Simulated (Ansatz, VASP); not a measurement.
# ZrSe2: VASP beside Ansatz

Aim: how closely do two programs agree when they are given the same cell, functional and k mesh? The structure shown is the start of the Ansatz relaxation below; VASP solves that cell, so the two are compared at the walk's first step.

Method: plane waves, with VASP 6.6.1 beside it; single point at LDA, in Ansatz 0.2.0.

## (1) Set-up

The cell holds 6 atoms: 2 Zr and 4 Se. Cell: a = 3.790 Å, b = 3.790 Å, c = 46.000 Å, α = 90.0°, β = 90.0°, γ = 120.0°. Vacuum lies along c.

## (2) Ansatz: relaxation, LDA

Ansatz runs on its PAW soft_1 files.

The two programs are compared at the cell with which this relaxation starts, whose forces are those of its first step.

The input, input.yaml:

```yaml
crystal:
  lattice:
    - [3.79, 0.0, 0.0]
    - [-1.895, 3.2822362803, 0.0]
    - [0.0, 0.0, 46.0]
  atoms:
    - { symbol: Zr, position: [0.0, 0.0, 0.4319565218] }
    - { symbol: Se, position: [0.3333333333, 0.6666666667, 0.4663043478] }
    - { symbol: Se, position: [0.6666666667, 0.3333333333, 0.3976086956] }
    - { symbol: Zr, position: [0.0, 0.0, 0.5680434782] }
    - { symbol: Se, position: [0.3333333333, 0.6666666667, 0.6023913044] }
    - { symbol: Se, position: [0.6666666667, 0.3333333333, 0.5336956522] }
  periodic: [true, true, false]
kpoints:
  mp_grid: { grid: [6, 6, 1] }
hamiltonian:
  xc: lda
  pseudopotentials: { kind: paw, azcp: { folder: soft_1 }, xc_functional: pbe }
scf:
  occupations: { method: fermi_dirac, width: 0.02 }
relax:
  f_tol: 0.01
  max_steps: 100
  cell: {}
```

Command:

```bash
> ansatz run input.yaml --threads 4 --pin off --max-ram 17510MiB --backend cpu --events-out ev --progress --plain --runs-dir out
```

Numbers of over 12 decimals in the logs are rounded to 6 here.

What it wrote:

```text
Engine: ansatz 0.2.0, aarch64-unknown-linux-gnu
Pseudopotentials: kind: paw
Pseudopotential: Zr, paw, valence charge 12, recommended cutoff 420 eV (normal), soft_1/Zr.paw.azcp
Pseudopotential: Se, paw, valence charge 16, recommended cutoff 420 eV (normal), soft_1/Se.paw.azcp
Functional definition: SPW92
  exchange = slater_x
  correlation = pw_c
Crystal: 6 atoms, lattice volume = 572.225 Å³
Basis set: ecut = 420 eV, 11205 PW (Γ)
Bands: 53, of which v1, the nominal top of the filled ones, is band 44 counted from 1 (43 counted from 0)
Symmetry: 12 space group operations
Space group: P-3m1 (ITA 164), of the structure as read, at distance tolerance 8.3e-5 Å
k-points: 7 of 36
Non-local potential: Zr, projectors of the file, l = 0: 3, l = 1: 2, l = 2: 2, l = 3: 1
Non-local potential: Se, projectors of the file, l = 0: 2, l = 1: 2, l = 2: 3, l = 3: 1
PAW form: soft (Blöchl's): semilocal exchange-correlation on the pseudo side does not see the compensation charge
PAW frozen core: Zr, regenerated for the run's functional, and the local potential with it (the file was generated under x = pbe(κ = 0.804, μ = 0.219515), c = pbe(β = 0.066725))
PAW frozen core: Se, regenerated for the run's functional, and the local potential with it (the file was generated under x = pbe(κ = 0.804, μ = 0.219515), c = pbe(β = 0.066725))
PAW one-centre angular grid: Zr, 590 points (default); XC on 64 Gauss nodes
PAW one-centre angular grid: Se, 590 points (default); XC on 64 Gauss nodes
Initial density: superposition of atomic densities (neutral atoms: chi_scale 0, normalization atom)
Initial wavefunctions: pseudopotential atomic-orbital guess
Functional: x = slater, c = lda
SCF iter   1: F=—  HF=-29696.973099 eV  |F-HF|=—  |Δ(HF+E_count)|=         —  Δρ=2.02e-2  dr2=3.63e0  ethr=3.10e-3  ⟨swp⟩=15.0  Hψ=1898  notcnv=0
preconditioner: auto → Resta (q_TF=auto, 1.997 Å⁻¹)  ε∞=2.2  [insulator: Δε(μ)=1.027 eV  Ē_g=8.146 eV  σ=0.020 eV  W_gap=1.00  n_scr=82 (ndim 8)  ℏωp=8.8 eV  f_vac=0.714  D(μ)=0.00/eV (n_scr^D=0)  ε∞_Penn≈2.2  vacuum switching on, ρ_ref=4.8e-3 e/Å³]
SCF iter   2: F=—  HF=-29695.929832 eV  |F-HF|=—  |Δ(HF+E_count)|=    1.04e0  Δρ=8.05e-3  dr2=6.56e-1  ethr=3.10e-3  ⟨swp⟩=4.3  Hψ=788  notcnv=0  defer=21
SCF iter   3: F=—  HF=-29695.823367 eV  |F-HF|=—  |Δ(HF+E_count)|=   1.06e-1  Δρ=4.82e-3  dr2=2.16e-1  ethr=7.45e-4  ⟨swp⟩=3.4  Hψ=631  notcnv=0  defer=21
SCF iter   4: F=—  HF=-29695.784880 eV  |F-HF|=—  |Δ(HF+E_count)|=   3.85e-2  Δρ=1.63e-3  dr2=1.57e-2  ethr=2.46e-4  ⟨swp⟩=3.7  Hψ=616  notcnv=0  defer=21
SCF iter   5: F=—  HF=-29695.787924 eV  |F-HF|=—  |Δ(HF+E_count)|=   3.04e-3  Δρ=8.12e-4  dr2=4.17e-2  ethr=1.79e-5  ⟨swp⟩=3.4  Hψ=757  notcnv=0  defer=21
SCF iter   6: F=—  HF=-29695.783914 eV  |F-HF|=—  |Δ(HF+E_count)|=   4.01e-3  Δρ=1.73e-4  dr2=2.45e-4  ethr=1.79e-5  ⟨swp⟩=2.9  Hψ=535  notcnv=0  defer=21
SCF iter   7: F=—  HF=-29695.783979 eV  |F-HF|=—  |Δ(HF+E_count)|=   6.56e-5  Δρ=6.02e-5  dr2=1.90e-5  ethr=2.78e-7  ⟨swp⟩=3.6  Hψ=790  notcnv=0  defer=21
SCF iter   8: F=—  HF=-29695.784084 eV  |F-HF|=—  |Δ(HF+E_count)|=   1.05e-4  Δρ=1.83e-5  dr2=2.27e-6  ethr=2.16e-8  ⟨swp⟩=3.1  Hψ=748  notcnv=0  defer=21
SCF iter   9: F=—  HF=-29695.784084 eV  |F-HF|=—  |Δ(HF+E_count)|=   1.90e-7  Δρ=5.56e-6  dr2=1.44e-7  ethr=2.58e-9  ⟨swp⟩=3.0  Hψ=752  notcnv=0  defer=21
SCF iter  10: F=-29695.784084 eV  HF=-29695.784084 eV  |F-HF|=5.22e-9  |Δ(HF+E_count)|=   7.13e-8  Δρ=2.31e-6  dr2=3.48e-8  ethr=1.14e-10  ⟨swp⟩=6.3  Hψ=1533  notcnv=0
SCF 1 converged in 10 iterations: F = -29695.784084 eV  dr2 = 3.48e-8
  greatest PAW one-centre occupation: 1.000 electrons in one spin orbital (limit 2), on the Se atom at site 5 (counted from 0), in its partial waves of l = 2
relax step   1: F+E_penalty+E_count = -29695.78408424 eV  Δ(F+E_penalty+E_count) = +0.000e0 eV  max|allowed force component| = 4.961e-1 eV/Å  Δτ_max = 0.0000 Å  P = -5.312 N/m  Ω = 572.225 Å³  fix = [c, alpha, beta]  reactions: c +0.000 N/m  (10 SCF iters, dr2 threshold 1.00e-7 eV, accepted)
[...]
relax step   4: F+E_penalty+E_count = -29695.90326382 eV  Δ(F+E_penalty+E_count) = -6.644e-3 eV  max|allowed force component| = 1.143e-2 eV/Å  Δτ_max = 0.0968 Å  P = -0.018 N/m  Ω = 549.390 Å³  energy of the carried Pulay correction = +5.607e-4 eV  fix = [c, alpha, beta]  reactions: c -0.000 N/m  (8 SCF iters, dr2 threshold 6.00e-7 eV, accepted)
[...]
relax step   5: F+E_penalty+E_count = -29695.90354508 eV  Δ(F+E_penalty+E_count) = -2.813e-4 eV  max|allowed force component| = 2.270e-2 eV/Å  Δτ_max = 0.0255 Å  P = +0.075 N/m  Ω = 549.144 Å³  energy of the carried Pulay correction = +5.668e-4 eV  fix = [c, alpha, beta]  reactions: c +0.000 N/m  (9 SCF iters, dr2 threshold 8.17e-9 eV, accepted)
[...]
relax step   6: F+E_penalty+E_count = -29695.90368735 eV  Δ(F+E_penalty+E_count) = -1.423e-4 eV  max|allowed force component| = 8.843e-4 eV/Å  Δτ_max = 0.0078 Å  P = +0.003 N/m  Ω = 549.099 Å³  energy of the carried Pulay correction = +5.680e-4 eV  fix = [c, alpha, beta]  reactions: c +0.000 N/m  (8 SCF iters, dr2 threshold 3.22e-8 eV, accepted)
[...]
relax step   7: F+E_penalty+E_count = -29695.90310223 eV  Δ(F+E_penalty+E_count) = +5.851e-4 eV  max|allowed force component| = 8.078e-4 eV/Å  Δτ_max = 0.0000 Å  P = +0.004 N/m  Ω = 549.099 Å³  fix = [c, alpha, beta]  reactions: c +0.000 N/m  stress off target by 3.69e-3 N/m on what of the cell is left free  SCF on the basis re-selected at this cell (its energy is not comparable with the rows above)  (7 SCF iters)
basis re-selected at this cell: Δ(F+E_penalty+E_count) = +5.851e-4 eV, ΔP = +0.001 N/m vs the last step (what re-selecting the basis moved, of the pressure what is left beyond the Pulay correction that the steps carried, after the strain that the cell walked since its last selection, with what the two solves' SCF thresholds leave and, on support functions, any second-order correction that the steps lacked; it is no measure of the basis error at this ecutwfc). The dense FFT grid was sized anew with the basis: this SCF ran on 25×25×320 points, the steps before it on 27×27×320, so part of this shift can come from that change (see relax.cell in the input reference). [rest of the remark cut]
SCF converged after 7 iterations
Free energy (F): -29695.903102 eV
Harris-Foulkes:  -29695.903102 eV  (|F-HF|=6.55e-11)
Internal energy: -29695.902690 eV  (E = F + TS)
E sigma→0 (E₀):  -29695.902896 eV
Entropy (-TS):   -0.000412 eV (-0.069 meV/atom)
Fermi energy:    -5.557857 eV
--- Per-component energies (eV) ---
  E_band       = -3071.563384
  E_kinetic    = 1081.037474
  E_local      = -464448.561292  (includes V_loc(G=0)·N_el)
  E_nonlocal   = -1247.692142
  E_hartree    = 231622.603767
  E_xc         = -648.817515
  E_vxc        = -730.547608  (∫ρ·V_xc dr)
  E_paw        = -13900.142566  (= ΣΔE_a)
  E_vpaw       = -971.007259  (= ΣTr[D̂ρ^β])
  E_aug_tail   = -0.001543  (compensation charges beyond the density's cutoff)
  E_ewald      = 217836.060887
  E_core_change = 9.610240  (= ΣΔE_core)
  E_smearing   = -0.000412  (= −TS)
  E_closure    = -0.000000  (closes the sum)
  Σ components = -29695.903102   (vs F -29695.903102, Δ=0.00e0)
--- Forces (eV/Å), atoms counted from 1 ---
  atom   1  Zr    -0.00000000     0.00000000     0.00058728
  atom   2  Se    -0.00000000     0.00000000     0.00022377
  atom   3  Se     0.00000000    -0.00000000     0.00080783
  atom   4  Zr     0.00000000    -0.00000000    -0.00058728
  atom   5  Se    -0.00000000     0.00000000    -0.00080783
  atom   6  Se    -0.00000000    -0.00000000    -0.00022377
  max |Σ_I F_I| component: 2.31e-18 eV/Å
--- 2D stress c σ (N/m, compression-positive) ---
        0.003687      -0.000000      -0.000000
       -0.000000       0.003687      -0.000000
       -0.000000      -0.000000       0.000000
  P = ½ c Tr σ = 0.0037 N/m
--- Relaxed structure (6 steps of the walk, 5 accepted, 1 SCFs on fresh bases) ---
  F+E_penalty+E_count = -29695.90310223 eV   max|allowed force component| = 8.078e-4 eV/Å   (the final SCF, on the basis selected at the relaxed cell)
  cell:  # Å, volume = 549.0987 Å³
    - [3.712624, 0, 0]
    - [-1.856312, 3.215227, 0]
    - [0, 0, 46.0]
  atoms:
    - { symbol: Zr, position: [0, 0, 0.435321] }
    - { symbol: Se, position: [0.333333, 0.666667, 0.469504] }
    - { symbol: Se, position: [0.666667, 0.333333, 0.401304] }
    - { symbol: Zr, position: [0, 0, 0.564679] }
    - { symbol: Se, position: [0.333333, 0.666667, 0.598696] }
    - { symbol: Se, position: [0.666667, 0.333333, 0.530496] }
```

Reading the cycles: dr2 is the Hartree energy of the density residual (eV), the measure of convergence; HF is the Harris–Foulkes estimate of the energy, which meets the free energy F at convergence.

## (3) VASP: single point, LDA, start cell

The same cell, functional (in two slightly different forms), mesh and smearing now go to VASP, with its own data sets.

Lines of VASP's logs that name or quote its potential files are left out, and so is its time.

The input, INCAR:

```
SYSTEM = ZrSe2
PREC = Accurate
ENCUT = 400
EDIFF = 1E-06
NELM = 120
ISMEAR = -1
SIGMA = 0.02
LREAL = .FALSE.
ALGO = Normal
GGA = CA
NBANDS = 30
LASPH = .TRUE.
LORBIT = 11
LWAVE = .FALSE.
LCHARG = .FALSE.
ISIF = 2
LDIPOL = .TRUE.
IDIPOL = 3
DIPOL = 0.5 0.5 0.5
LVHAR = .TRUE.
GGA_COMPAT = .FALSE.
EFERMI = MIDGAP
NELMDL = -8
KPAR = 2
```

The input, POSCAR:

```
ZrSe2
1.0
    3.7900000000      0.0000000000      0.0000000000
   -1.8950000000      3.2822360000      0.0000000000
    0.0000000000      0.0000000000     46.0000000000
Zr Se
2 4
Direct
    0.0000000000      0.0000000000      0.4319565217
    0.0000000000      0.0000000000      0.5680434783
    0.3333334349      0.6666668698      0.4663043478
    0.6666667174      0.3333334349      0.3976086957
    0.3333334349      0.6666668698      0.6023913043
    0.6666667174      0.3333334349      0.5336956522
```

The input, KPOINTS:

```
Automatic mesh
0
Gamma
6 6 1
0 0 0
```

PAW data sets: Zr_sv and Se (LDA family, release 64).

Command:

```bash
> mpirun -np 2 vasp_std
```

What it wrote:

```text
[banner, memory and clock lines left out]
running    2 mpi-ranks, on    1 nodes
 distrk:  each k-point on    1 cores,    2 groups
 distr:  one band on    1 cores,    1 groups

 POSCAR found type information on POSCAR ZrSe
 POSCAR found :  2 types and       6 ions
 LDA part: xc-table for (Slater(with rela. corr.)+CA(PZ))
 , standard interpolation
 POSCAR, INCAR and KPOINTS ok, starting setup
 FFT: planning ... GRIDC
 FFT: planning ... GRID_SOFT
 FFT: planning ... GRID
 WAVECAR not read
 entering main loop
       N       E                     dE             d eps       ncg     rms          rms(c)
DAV:   1     0.394879995641E+03    0.39488E+03   -0.17284E+04   524   0.979E+02
DAV:   2     0.541038350772E+01   -0.38947E+03   -0.37955E+03   614   0.259E+02
DAV:   3    -0.429924828358E+02   -0.48403E+02   -0.48033E+02   578   0.870E+01
DAV:   4    -0.463789803115E+02   -0.33865E+01   -0.33742E+01   690   0.194E+01
DAV:   5    -0.464457779010E+02   -0.66798E-01   -0.66750E-01   610   0.267E+00
DAV:   6    -0.464476307358E+02   -0.18528E-02   -0.18526E-02   618   0.452E-01
DAV:   7    -0.464476785952E+02   -0.47859E-04   -0.47854E-04   602   0.684E-02
DAV:   8    -0.464476815405E+02   -0.29453E-05   -0.29452E-05   600   0.150E-02    0.184E+01
DAV:   9    -0.431556342016E+02    0.32920E+01   -0.12528E+01   456   0.154E+01    0.750E+00
DAV:  10    -0.429822099605E+02    0.17342E+00   -0.13388E+00   584   0.495E+00    0.268E+00
DAV:  11    -0.429759047351E+02    0.63052E-02   -0.17855E-01   548   0.171E+00    0.819E-01
DAV:  12    -0.429733839207E+02    0.25208E-02   -0.14617E-02   566   0.723E-01    0.302E-01
DAV:  13    -0.429729585134E+02    0.42541E-03   -0.27610E-03   574   0.288E-01    0.100E-01
DAV:  14    -0.429730393973E+02   -0.80884E-04   -0.25986E-04   506   0.830E-02    0.357E-02
[...]
DAV:  21    -0.429738894970E+02   -0.35178E-04   -0.10701E-06   302   0.305E-03    0.240E-03
DAV:  22    -0.429739052364E+02   -0.15739E-04   -0.91883E-07   310   0.223E-03    0.104E-03
DAV:  23    -0.429739180591E+02   -0.12823E-04   -0.37450E-07   274   0.149E-03    0.506E-04
DAV:  24    -0.429739223482E+02   -0.42891E-05   -0.93588E-08   228   0.875E-04    0.320E-04
DAV:  25    -0.429739266645E+02   -0.43163E-05   -0.14131E-07   262   0.756E-04    0.163E-04
DAV:  26    -0.429739282852E+02   -0.16207E-05   -0.41494E-08   222   0.510E-04    0.164E-04
DAV:  27    -0.429739293692E+02   -0.10841E-05   -0.26881E-08   222   0.385E-04    0.137E-04
DAV:  28    -0.429739295224E+02   -0.15319E-06   -0.68470E-09   210   0.222E-04
   1 F= -.42973930E+02 E0= -.42973921E+02  d E =-.168876E-04
```

OUTCAR, selected parts (step 3):

```text
ion  position               nearest neighbor table
   1  0.000  0.000  0.432-   4 2.70   3 2.70   3 2.70   4 2.70   4 2.70   3 2.70
   2  0.000  0.000  0.568-   6 2.70   5 2.70   5 2.70   6 2.70   6 2.70   5 2.70
   3  0.333  0.667  0.466-   1 2.70   1 2.70   1 2.70
   4  0.667  0.333  0.398-   1 2.70   1 2.70   1 2.70
   5  0.333  0.667  0.602-   2 2.70   2 2.70   2 2.70
   6  0.667  0.333  0.534-   2 2.70   2 2.70   2 2.70

  LATTYP: Found a hexagonal cell.
 ALAT       =     3.7900000000
 C/A-ratio  =    12.1372031662

 Subroutine GETGRP returns: Found 12 space group operations
 (whereof 12 operations were pure point group operations)

The static configuration has the point symmetry D_3d.

 Found      7 irreducible k-points:

   k-points           NKPTS =      7   k-points in BZ     NKDIM =      7   number of bands    NBANDS=     30

   dimension x,y,z NGX =    28 NGY =   28 NGZ =  300
   dimension x,y,z NGXF=    56 NGYF=   56 NGZF=  600

   ENCUT  =  400.0 eV  29.40 Ry    5.42 a.u.   6.18  6.18 75.01*2*pi/ulx,y,z

   NELECT =      48.0000    total number of electrons

 k-points in reciprocal lattice and weights: Automatic mesh
   0.00000000  0.00000000  0.00000000       0.028
   0.16666667  0.00000000  0.00000000       0.167
   0.33333333  0.00000000  0.00000000       0.167
   0.50000000  0.00000000  0.00000000       0.083
   0.16666667  0.16666667  0.00000000       0.167
   0.33333333  0.16666667  0.00000000       0.333
   0.33333333  0.33333333  0.00000000       0.056

 dipolmoment           0.000000      0.000000     -0.000000 electrons x Angstroem

 average (electrostatic) potential at core
       1 -87.2282       2 -87.2282       3 -66.7972       4 -66.7469       5 -66.7469
       6 -66.7972

 E-fermi :  -2.9521

 k-point     1 :       0.0000    0.0000    0.0000
  band No.  band energies     occupation
    ...
     20      -3.7244      2.00000
     21      -3.1912      1.99999
     22      -3.1912      1.99999
     23      -3.1079      1.99917
     24      -3.1079      1.99917
     25      -2.1138      0.00000
     26      -2.1138      0.00000
     27      -2.1009      0.00000
     28      -2.1009      0.00000
     29      -1.5928      0.00000
    ...

 k-point     2 :       0.1667    0.0000    0.0000
  band No.  band energies     occupation
    ...
     20      -4.7389      2.00000
     21      -4.0801      2.00000
     22      -3.8793      2.00000
     23      -3.7787      2.00000
     24      -3.5458      2.00000
     25      -2.1528      0.00000
     26      -2.1380      0.00000
     27      -1.3641      0.00000
     28      -1.3475      0.00000
     29      -1.1482      0.00000
    ...

 k-point     3 :       0.3333    0.0000    0.0000
  band No.  band energies     occupation
    ...
     20      -5.4625      2.00000
     21      -4.5221      2.00000
     22      -4.2892      2.00000
     23      -4.1609      2.00000
     24      -4.0686      2.00000
     25      -2.6087      0.00000
     26      -2.5162      0.00000
     27      -0.8109      0.00000
     28      -0.7693      0.00000
     29      -0.6284      0.00000
    ...

  Total       -4.0072505     -4.0072498     -3.3281597      0.0000000     -0.0000000     -0.0000000
  in kB      -11.2199320    -11.2199301     -9.3185405      0.0000000     -0.0000000     -0.0000000
  external PRESSURE =     -10.5861342 kB  Pullay stress =       0.0000000 kB

  energy-cutoff  :      400.00
  volume of cell :      572.23
      direct lattice vectors                 reciprocal lattice vectors
     3.790000000  0.000000000  0.000000000     0.263852243  0.152335176  0.000000000
    -1.895000000  3.282236000  0.000000000     0.000000000  0.304670353  0.000000000
     0.000000000  0.000000000 46.000000000     0.000000000  0.000000000  0.021739130

 POSITION                                       TOTAL-FORCE (eV/Angst)
 -----------------------------------------------------------------------------------
      0.00000      0.00000     19.87000        -0.000000      0.000000     -0.013633
      0.00000      0.00000     26.13000         0.000000      0.000000      0.013633
      0.00000      2.18816     21.45000        -0.000000      0.000000     -0.332495
      1.89500      1.09408     18.29000        -0.000000      0.000000      0.462772
      0.00000      2.18816     27.71000        -0.000000      0.000000     -0.462772
      1.89500      1.09408     24.55000         0.000000      0.000000      0.332495
 -----------------------------------------------------------------------------------
    total drift:                                0.000000     -0.000749      0.000000

  FREE ENERGIE OF THE ION-ELECTRON SYSTEM (eV)
  ---------------------------------------------------
  free  energy   TOTEN  =       -42.9739295224 eV

  energy  without entropy=      -42.9739126348  energy(sigma->0) =      -42.97392108

 vacuum level on the upper side and lower side of the slab         2.695         2.695

 total charge
# of ion       s       p       d       tot
------------------------------------------
    1        2.171   6.006   1.467   9.644
    2        2.171   6.006   1.467   9.644
    3        1.466   2.388   0.027   3.881
    4        1.465   2.394   0.026   3.886
    5        1.465   2.394   0.026   3.886
    6        1.466   2.388   0.027   3.881
--------------------------------------------------
tot         10.204  21.575   3.041  34.820

[... 3 further parts left out ...]
```

## (4) Differences

Known differences besides the potentials themselves: the two LDA forms differ slightly; Ansatz cuts the interaction across the vacuum, VASP repeats the sheet with a dipole correction; the data sets hold 88 valence electrons in Ansatz (on its PAW soft_1 files) and 48 in VASP; the cutoff is 420 eV in Ansatz and 400 eV in VASP; VASP's log shows a relativistic correction to its local exchange, Ansatz's none. Total energies have different zeros and are not compared.

Forces (eV/Å; atoms numbered as in POSCAR):

```csv
atom,"Ansatz x, y, z","VASP x, y, z"
Zr1,"0.000, 0.000, -0.014","0.000, 0.000, -0.014"
Zr2,"0.000, 0.000, 0.014","0.000, 0.000, 0.014"
Se3,"0.000, 0.000, -0.366","0.000, 0.000, -0.332"
Se4,"0.000, 0.000, 0.496","0.000, 0.000, 0.463"
Se5,"0.000, 0.000, -0.496","0.000, 0.000, -0.463"
Se6,"0.000, 0.000, 0.366","0.000, 0.000, 0.332"
```

The forces differ by 16 meV/Å r.m.s., which is 8.3 % of the r.m.s. force of 0.190 eV/Å (both taken over all components). With vacuum in the cell, a pressure given here is an average over mostly empty space and none of the material.

## (5) Results

| Property | Result |
| --- | --- |
| r.m.s. force difference (single point, LDA, start cell) | 16 meV/Å |

The r.m.s. force difference is 16 meV/Å (single point, LDA, start cell), beyond the 12 meV/Å picked in this series as the mark of a large difference. The data sets hold unlike numbers of valence electrons (88 in Ansatz and 48 in VASP), so part of the differences comes from the potentials. What causes the difference of the single point, LDA, start cell pair stays open here. 1 further run of this series is not shown here. Such differences can come from data sets, numerical settings and the points named under the comparisons, not from the functional's error against experiment.

[Lines on the potential files, build, host, timing and source positions are cut from VASP's logs without a mark.]

[Logs are printed without paths, hosts, clocks, repeated set-up lines and the standing remarks that a program may print on its own settings, such as how far it seeks lower states.]

[Hosts, paths, dates, database ids (printed as entryN), source tags and the programs' standing remarks are cut or masked in the printed files.]
